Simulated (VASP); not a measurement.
**How SCF threshold and k-mesh change a VASP run on Fe2Ge**

A convergence test on Fe2Ge: the SCF threshold and k-mesh. The series runs use LDA. The SCF threshold tried: EDIFF = 0.01; EDIFF = 0.001; EDIFF = 1E-04; EDIFF = 1E-05; EDIFF = 1E-06; EDIFF = 1E-08. The k-mesh tried: 2 2 2; 3 3 2; 3 3 3; 4 4 3; 6 6 4; 8 8 6; 9 9 7; 11 11 8. The start is a computed cell from the Materials Project.

Main program and level: VASP 6.6.1; LDA, spin-polarised from a ferromagnetic start; plane waves and PAW (Fe, Ge_d).

### 1. Set-up

Symmetry: P6_3/mmc, No. 194, hexagonal system. Conventional cell: a = 4.133 Å, b = 4.133 Å, c = 5.009 Å, α = 90.00°, β = 90.00°, γ = 120.00°. Nearest to Fe lie 8 Fe at 2.50 to 2.69 Å and 6 Ge at 2.69 Å. Nearest to Fe lie 5 Ge at 2.39 to 2.50 Å and 6 Fe at 2.69 Å. Nearest to Ge lie 11 Fe at 2.39 to 2.69 Å. Farther neighbours are not listed.

Coordinates:

```cif
data_structure
_symmetry_space_group_name_H-M 'P 1'
_symmetry_Int_Tables_number 1
_cell_length_a 4.1329
_cell_length_b 4.1329
_cell_length_c 5.0088
_cell_angle_alpha 90.000
_cell_angle_beta 90.000
_cell_angle_gamma 120.000
_cell_volume 74.09
loop_
_atom_site_label
_atom_site_type_symbol
_atom_site_fract_x
_atom_site_fract_y
_atom_site_fract_z
_atom_site_occupancy
Fe1 Fe 0.00000 0.00000 0.00000 1
Fe2 Fe 0.00000 0.00000 0.50000 1
Fe3 Fe 0.66667 0.33333 0.75000 1
Fe4 Fe 0.33333 0.66667 0.25000 1
Ge5 Ge 0.66667 0.33333 0.25000 1
Ge6 Ge 0.33333 0.66667 0.75000 1
```

### 2. SCF threshold: EDIFF = 0.01

EDIFF stops the electronic loop; forces need it tighter than energies do. LDA, the lowest rung, knows the local density alone.

File INCAR:

```
SYSTEM = Fe2Ge
PREC = Accurate
ENCUT = 410
EDIFF = 0.01
NELM = 100
ISMEAR = -1
SIGMA = 0.05
LREAL = .FALSE.
ALGO = Normal
GGA = CA
NBANDS = 47
ISPIN = 2
MAGMOM = 3 3 3 3 0 0
LASPH = .TRUE.
LMAXMIX = 4
LORBIT = 11
LWAVE = .FALSE.
LCHARG = .FALSE.
KPAR = 4
ISIF = 2
```

File POSCAR:

```
Fe2Ge
1.0
    4.1328681392      0.0000000000      0.0000000000
   -2.0664340696      3.5791687991      0.0000000000
    0.0000000000      0.0000000000      5.0087520000
Fe Ge
4 2
Direct
    0.0000000000      0.0000000000      0.0000000000
    0.0000000000      0.0000000000      0.5000000000
    0.6666666700      0.3333333300      0.7500000000
    0.3333333300      0.6666666700      0.2500000000
    0.6666666700      0.3333333300      0.2500000000
    0.3333333300      0.6666666700      0.7500000000
```

File KPOINTS:

```
Automatic mesh
0
Gamma
6 6 4
0 0 0
```

The projector-augmented-wave data sets are Fe and Ge_d (PBE family, release 64).

Command:

```sh
mpirun -np 4 vasp_std
```

The program printed:

```text
[banner, memory and clock lines left out]
running    4 mpi-ranks, on    1 nodes
 distrk:  each k-point on    1 cores,    4 groups
 distr:  one band on    1 cores,    1 groups

 POSCAR found type information on POSCAR FeGe
 POSCAR found :  2 types and       6 ions
|                                                                             |
|               ----> ADVICE to this user running VASP <----                  |
|                                                                             |
|     You enforced a specific xc type in the INCAR file but a different       |
|     [... a line on the potential file left out ...]
|     I HOPE YOU KNOW WHAT YOU ARE DOING!                                     |
|                                                                             |

 LDA part: xc-table for (Slater(with rela. corr.)+CA(PZ))
 , standard interpolation
 POSCAR, INCAR and KPOINTS ok, starting setup
 FFT: planning ... GRIDC
 FFT: planning ... GRID_SOFT
 FFT: planning ... GRID
 WAVECAR not read
 entering main loop
       N       E                     dE             d eps       ncg     rms          rms(c)
DAV:   1     0.524458987674E+03    0.52446E+03   -0.21383E+04  4925   0.263E+03
DAV:   2     0.391968826296E+02   -0.48526E+03   -0.44983E+03  3948   0.610E+02
DAV:   3    -0.477669541808E+02   -0.86964E+02   -0.81893E+02  4081   0.177E+02
DAV:   4    -0.527857817490E+02   -0.50188E+01   -0.49961E+01  4506   0.519E+01
DAV:   5    -0.528635346140E+02   -0.77753E-01   -0.77745E-01  4325   0.667E+00    0.252E+01
DAV:   6    -0.560320360678E+02   -0.31685E+01   -0.51078E+01  4567   0.775E+01    0.437E+01
DAV:   7    -0.579461370912E+02   -0.19141E+01   -0.73155E+01  4649   0.921E+01    0.406E+01
DAV:   8    -0.475387179831E+02    0.10407E+02   -0.14221E+01  4711   0.542E+01    0.618E+00
DAV:   9    -0.478786889788E+02   -0.33997E+00   -0.23154E+00  4436   0.110E+01    0.450E+00
DAV:  10    -0.478437577219E+02    0.34931E-01   -0.14973E-01  4486   0.532E+00    0.190E+00
DAV:  11    -0.478510127480E+02   -0.72550E-02   -0.58200E-02  3832   0.256E+00
   1 F= -.47851013E+02 E0= -.47824615E+02  d E =-.527946E-01  mag=     6.7868
```

The job ended after 12 s (4 MPI ranks of Intel Xeon Platinum 8559C (Emerald Rapids), shared host; peak memory 0.8 GiB).

The logs omit lines about the potential files and the build; timing stands in the text.

OUTCAR, selected parts (step 2):

```text
ion  position               nearest neighbor table
   1  0.000  0.000  0.000-   2 2.50   2 2.50   4 2.69   5 2.69   6 2.69   3 2.69   3 2.69   5 2.69
                             4 2.69   6 2.69   3 2.69   5 2.69   4 2.69   6 2.69
   2  0.000  0.000  0.500-   1 2.50   1 2.50   4 2.69   5 2.69   6 2.69   3 2.69   3 2.69   5 2.69
                             4 2.69   6 2.69   3 2.69   5 2.69   4 2.69   6 2.69
   3  0.667  0.333  0.750-   6 2.39   6 2.39   6 2.39   5 2.50   5 2.50   1 2.69   2 2.69   1 2.69
                             2 2.69   1 2.69   2 2.69
   4  0.333  0.667  0.250-   5 2.39   5 2.39   5 2.39   6 2.50   6 2.50   1 2.69   2 2.69   2 2.69
                             1 2.69   2 2.69   1 2.69
   5  0.667  0.333  0.250-   4 2.39   4 2.39   4 2.39   3 2.50   3 2.50   1 2.69   2 2.69   1 2.69
                             2 2.69   1 2.69   2 2.69
   6  0.333  0.667  0.750-   3 2.39   3 2.39   3 2.39   4 2.50   4 2.50   1 2.69   2 2.69   2 2.69
                             1 2.69   2 2.69   1 2.69

  LATTYP: Found a hexagonal cell.
 ALAT       =     4.1328681392
 C/A-ratio  =     1.2119312379

 Subroutine GETGRP returns: Found 24 space group operations
 (whereof 12 operations were pure point group operations)

The static configuration has the point symmetry D_3d.
 The point group associated with its full space group is D_6h.

 Found     21 irreducible k-points:

   k-points           NKPTS =     21   k-points in BZ     NKDIM =     21   number of bands    NBANDS=     47

   dimension x,y,z NGX =    28 NGY =   28 NGZ =   36
   dimension x,y,z NGXF=    56 NGYF=   56 NGZF=   72

   ENCUT  =  410.0 eV  30.13 Ry    5.49 a.u.   6.82  6.82  8.27*2*pi/ulx,y,z

   NELECT =      60.0000    total number of electrons

 k-points in reciprocal lattice and weights: Automatic mesh
   0.00000000  0.00000000  0.00000000       0.007
   0.16666667  0.00000000  0.00000000       0.042
   0.33333333  0.00000000  0.00000000       0.042
   0.50000000  0.00000000  0.00000000       0.021
   0.16666667  0.16666667  0.00000000       0.042
   0.33333333  0.16666667  0.00000000       0.083
   0.33333333  0.33333333  0.00000000       0.014
   0.00000000  0.00000000  0.25000000       0.014
   0.16666667  0.00000000  0.25000000       0.083
[...]
0.33333333  0.16666667  0.50000000       0.083
   0.33333333  0.33333333  0.50000000       0.014

 average (electrostatic) potential at core
       1 -41.6317       2 -41.6317       3 -41.2141       4 -41.2141       5 -71.2857
       6 -71.2857

 E-fermi :   7.2164

 spin component 1
 k-point     1 :       0.0000    0.0000    0.0000
  band No.  band energies     occupation
    ...
     28       6.0485      1.00000
     29       6.0485      1.00000
     30       6.7429      0.99992
     31       6.7429      0.99992
     32       6.9151      0.99759
     33       7.4715      0.00606
     34       9.3555      0.00000
     35      10.0023      0.00000
     36      10.0023      0.00000
     37      10.0596      0.00000
    ...

 k-point     2 :       0.1667    0.0000    0.0000
  band No.  band energies     occupation
    ...
     28       5.8804      1.00000
     29       5.8949      1.00000
     30       6.6946      0.99997
     31       6.7520      0.99991
     32       6.9412      0.99595
     33       7.3459      0.06991
     34       7.9211      0.00000
     35       8.3477      0.00000
     36       9.4973      0.00000
     37       9.9118      0.00000
    ...

 k-point     3 :       0.3333    0.0000    0.0000
  band No.  band energies     occupation
    ...
     31       6.7050      0.99996
     32       6.7528      0.99991
     33       6.7867      0.99981
     34       6.8741      0.99894
     35       7.1177      0.87821
     36       8.7058      0.00000
     37       9.4276      0.00000
     38      10.6952      0.00000
     39      10.9343      0.00000
     40      12.7990      0.00000
    ...

 k-point     4 :       0.5000    0.0000    0.0000
  band No.  band energies     occupation
    ...
     31       6.1260      1.00000
     32       6.4564      1.00000
     33       6.8083      0.99972
     34       6.8346      0.99952
     35       6.8997      0.99823
     36       8.2850      0.00000
     37       9.1384      0.00000
     38      10.6406      0.00000
     39      10.8494      0.00000
     40      13.0098      0.00000
    ...

 k-point     5 :       0.1667    0.1667    0.0000
  band No.  band energies     occupation
    ...
     30       6.5600      1.00000
     31       6.7935      0.99979
     32       6.8402      0.99946
     33       6.9583      0.99431
     34       6.9870      0.98995
     35       7.2550      0.31621
     36       9.5130      0.00000
     37       9.5863      0.00000
     38       9.6409      0.00000
     39      11.9615      0.00000
    ...

 k-point     6 :       0.3333    0.1667    0.0000
  band No.  band energies     occupation
    ...
     30       6.0634      1.00000
     31       6.2282      1.00000
     32       6.4102      1.00000
     33       6.4949      1.00000
     34       6.8811      0.99878
     35       7.3404      0.07738
     36       8.5274      0.00000
     37       8.8903      0.00000
     38       9.5689      0.00000
     39      11.8216      0.00000
    ...

  Total       -4.7078322     -4.7078322     -4.4346283      0.0000000      0.0000000     -0.0000000
  in kB     -101.8048105   -101.8048105    -95.8968959      0.0000000      0.0000000     -0.0000000
  external PRESSURE =     -99.8355056 kB  Pullay stress =       0.0000000 kB

  energy-cutoff  :      410.00
  volume of cell :       74.09
      direct lattice vectors                 reciprocal lattice vectors
     4.132868139  0.000000000  0.000000000     0.241962716  0.139697239  0.000000000
    -2.066434070  3.579168799  0.000000000     0.000000000  0.279394478  0.000000000
     0.000000000  0.000000000  5.008752000     0.000000000  0.000000000  0.199650532

 POSITION                                       TOTAL-FORCE (eV/Angst)
 -----------------------------------------------------------------------------------
      0.00000      0.00000      0.00000         0.000000     -0.000000      0.000000
      0.00000      0.00000      2.50438         0.000000     -0.000000      0.000000
      2.06643      1.19306      3.75656        -0.000000     -0.000000      0.000000
     -0.00000      2.38611      1.25219         0.000000      0.000000      0.000000
      2.06643      1.19306      1.25219         0.000000     -0.000000      0.000000
     -0.00000      2.38611      3.75656        -0.000000      0.000000      0.000000
 -----------------------------------------------------------------------------------
    total drift:                               -0.000001      0.000001      0.000000

  FREE ENERGIE OF THE ION-ELECTRON SYSTEM (eV)
  ---------------------------------------------------
  free  energy   TOTEN  =       -47.8510127480 eV

  energy  without entropy=      -47.7982181828  energy(sigma->0) =      -47.82461547

 total charge
# of ion       s       p       d       tot
------------------------------------------
    1        0.390   0.463   6.277   7.129
    2        0.390   0.463   6.277   7.129
    3        0.415   0.478   6.534   7.427
    4        0.415   0.478   6.534   7.427
    5        1.089   1.297  10.110  12.496
    6        1.089   1.297  10.110  12.496
--------------------------------------------------
tot          3.787   4.475  45.841  54.103

 magnetization (x)
# of ion       s       p       d       tot
------------------------------------------
    1       -0.001   0.006   2.195   2.200
    2       -0.001   0.006   2.195   2.200
    3        0.005   0.000   1.212   1.218
    4        0.005   0.000   1.212   1.218
    5       -0.003  -0.064   0.006  -0.060
    6       -0.003  -0.064   0.006  -0.060
--------------------------------------------------
tot          0.003  -0.116   6.828   6.715

[... 6 further parts left out ...]
```

The magnetic state follows from one typed start and may not be the lowest. The k-mesh is coarse for a metal. The PAW data sets were made with PBE, though LDA sets exist; this is a small mismatch.

This step gave:

* SCF cycles: 11
* electrons: 60
* bands: 47
* irreducible k-points: 21
* symmetry operations: 24
* free energy (TOTEN): -47.85 eV
* energy at zero smearing: -47.82 eV
* Fermi energy: 7.216 eV
* pressure: -9.984 GPa
* moment of the cell, from the last line of the log: 6.787 μB
* metallic: yes

Spin moment in the PAW sphere by atom:

```csv
atom,spin moment in the PAW sphere (μB)
Fe1,2.20
Fe2,2.20
Fe3,1.22
Fe4,1.22
Ge5,-0.06
Ge6,-0.06
```

The series starts at -7.9708 eV an atom and -9.98 GPa, after 11 cycles in 12 s.

### 3. SCF threshold: EDIFF = 0.001

INCAR, as its differences from that of step 2:

```diff
@@ -3,3 +3,3 @@
 ENCUT = 410
-EDIFF = 0.01
+EDIFF = 0.001
 NELM = 100
```

POSCAR is that of step 2.

KPOINTS is that of step 2.

Command:

```sh
mpirun -np 4 vasp_std
```

The program printed:

```text
[banner, memory and clock lines left out]
running    4 mpi-ranks, on    1 nodes
[...]
[... a notice as in an earlier step ...]

 LDA part: xc-table for (Slater(with rela. corr.)+CA(PZ))
 , standard interpolation
 POSCAR, INCAR and KPOINTS ok, starting setup
[...]
entering main loop
       N       E                     dE             d eps       ncg     rms          rms(c)
[... 5 cycles as in an earlier step ...]
DAV:   6    -0.560320638526E+02   -0.31685E+01   -0.51079E+01  4671   0.775E+01    0.437E+01
DAV:   7    -0.579460935146E+02   -0.19140E+01   -0.73154E+01  4649   0.921E+01    0.406E+01
DAV:   8    -0.475387180732E+02    0.10407E+02   -0.14221E+01  4711   0.542E+01    0.618E+00
DAV:   9    -0.478786985545E+02   -0.33998E+00   -0.23155E+00  4468   0.110E+01    0.450E+00
DAV:  10    -0.478437882523E+02    0.34910E-01   -0.15000E-01  4905   0.532E+00    0.190E+00
DAV:  11    -0.478511726467E+02   -0.73844E-02   -0.59192E-02  5555   0.251E+00    0.578E-01
DAV:  12    -0.478496948111E+02    0.14778E-02   -0.11039E-02  3807   0.819E-01    0.367E-01
DAV:  13    -0.478490032230E+02    0.69159E-03   -0.15988E-03  2248   0.369E-01
   1 F= -.47849003E+02 E0= -.47822362E+02  d E =-.532819E-01  mag=     6.7686
```

Run time: 14 s. Hardware: 4 MPI ranks; peak memory 0.79 GiB; 54 s of CPU time.

OUTCAR, selected parts (step 3):

```text
  Total       -8.1270632     -8.1270632     -7.9607542     -0.0000000      0.0000000     -0.0000000
  in kB     -175.7441836   -175.7441836   -172.1478245     -0.0000000      0.0000000     -0.0000000
  external PRESSURE =    -174.5453972 kB  Pullay stress =       0.0000000 kB

 POSITION                                       TOTAL-FORCE (eV/Angst)
 -----------------------------------------------------------------------------------
      0.00000      0.00000      0.00000        -0.000000      0.000000      0.000000
      0.00000      0.00000      2.50438        -0.000000      0.000000      0.000000
      2.06643      1.19306      3.75656        -0.000000     -0.000000      0.000000
     -0.00000      2.38611      1.25219        -0.000000      0.000000      0.000000
      2.06643      1.19306      1.25219        -0.000000     -0.000000      0.000000
     -0.00000      2.38611      3.75656         0.000000      0.000000      0.000000
 -----------------------------------------------------------------------------------
    total drift:                               -0.000001      0.000001      0.000000

  FREE ENERGIE OF THE ION-ELECTRON SYSTEM (eV)
  ---------------------------------------------------
  free  energy   TOTEN  =       -47.8490032230 eV

  energy  without entropy=      -47.7957213622  energy(sigma->0) =      -47.82236229

 magnetization (x)
# of ion       s       p       d       tot
------------------------------------------
    1       -0.001   0.006   2.196   2.202
    2       -0.001   0.006   2.196   2.202
    3        0.005   0.000   1.219   1.224
    4        0.005   0.000   1.219   1.224
    5       -0.002  -0.063   0.006  -0.059
    6       -0.002  -0.063   0.006  -0.059
--------------------------------------------------
tot          0.004  -0.113   6.843   6.734

[... 2 parts as in an earlier step ...]

[... 1 further part left out ...]
[key lines of the parts left out:]
E-fermi :   7.2452
```

Against the run before the energy moves by +0.38 meV an atom and the pressure by -7.47 GPa, after 13 cycles in 14 s.

### 4. SCF threshold: EDIFF = 1E-04

INCAR, as its differences from that of step 3:

```diff
@@ -3,3 +3,3 @@
 ENCUT = 410
-EDIFF = 0.001
+EDIFF = 1E-04
 NELM = 100
```

POSCAR is that of step 3.

KPOINTS is that of step 3.

Command:

```sh
mpirun -np 4 vasp_std
```

The program printed:

```text
[... set-up lines as in an earlier step ...]
 entering main loop
       N       E                     dE             d eps       ncg     rms          rms(c)
[... 9 cycles as in an earlier step ...]
DAV:  10    -0.478437900355E+02    0.34909E-01   -0.15001E-01  5041   0.532E+00    0.190E+00
DAV:  11    -0.478511738495E+02   -0.73838E-02   -0.59193E-02  5819   0.251E+00    0.578E-01
DAV:  12    -0.478496985530E+02    0.14753E-02   -0.11073E-02  4195   0.819E-01    0.366E-01
DAV:  13    -0.478490230928E+02    0.67546E-03   -0.17370E-03  5122   0.365E-01    0.247E-01
DAV:  14    -0.478490094737E+02    0.13619E-04   -0.61283E-04  3579   0.335E-01
   1 F= -.47849009E+02 E0= -.47822491E+02  d E =-.530363E-01  mag=     6.7704
```

Elapsed: 16 s, on 4 MPI ranks; peak memory 0.8 GiB; 59 s of CPU time.

OUTCAR, selected parts (step 4):

```text
  Total       -7.9653805     -7.9653805     -7.7765271      0.0000000      0.0000000     -0.0000000
  in kB     -172.2478670   -172.2478670   -168.1639938      0.0000000      0.0000000     -0.0000000
  external PRESSURE =    -170.8865759 kB  Pullay stress =       0.0000000 kB

 POSITION                                       TOTAL-FORCE (eV/Angst)
 -----------------------------------------------------------------------------------
      0.00000      0.00000      0.00000        -0.000000      0.000000      0.000000
      0.00000      0.00000      2.50438         0.000000      0.000000      0.000000
      2.06643      1.19306      3.75656        -0.000000     -0.000000      0.000000
     -0.00000      2.38611      1.25219         0.000000      0.000000      0.000000
      2.06643      1.19306      1.25219         0.000000     -0.000000      0.000000
     -0.00000      2.38611      3.75656        -0.000000      0.000000      0.000000
 -----------------------------------------------------------------------------------
    total drift:                               -0.000001      0.000001      0.000000

  FREE ENERGIE OF THE ION-ELECTRON SYSTEM (eV)
  ---------------------------------------------------
  free  energy   TOTEN  =       -47.8490094737 eV

  energy  without entropy=      -47.7959731522  energy(sigma->0) =      -47.82249131

 magnetization (x)
# of ion       s       p       d       tot
------------------------------------------
    1       -0.001   0.006   2.190   2.195
    2       -0.001   0.006   2.190   2.195
    3        0.005   0.000   1.217   1.223
    4        0.005   0.000   1.217   1.223
    5       -0.002  -0.063   0.007  -0.059
    6       -0.002  -0.063   0.007  -0.059
--------------------------------------------------
tot          0.005  -0.113   6.826   6.718

[... 2 parts as in an earlier step ...]

[... 1 further part left out ...]
[key lines of the parts left out:]
E-fermi :   7.2400
```

Against the run before the energy moves by -0.02 meV an atom and the pressure by +0.37 GPa, after 14 cycles in 16 s.

(Continued in part 2 of 3.)

[Lines on the potential files, build, host, timing and source positions are cut from VASP's logs without a mark.]

[Logs are printed without paths, hosts, clocks, repeated set-up lines and the standing remarks that a program may print on its own settings, such as how far it seeks lower states.]

[Hosts, paths, dates, database ids (printed as entryN), source tags and the programs' standing remarks are cut or masked in the printed files.]

[A measured line is paired with the nearest computed mode of its activity, which favours agreement.]
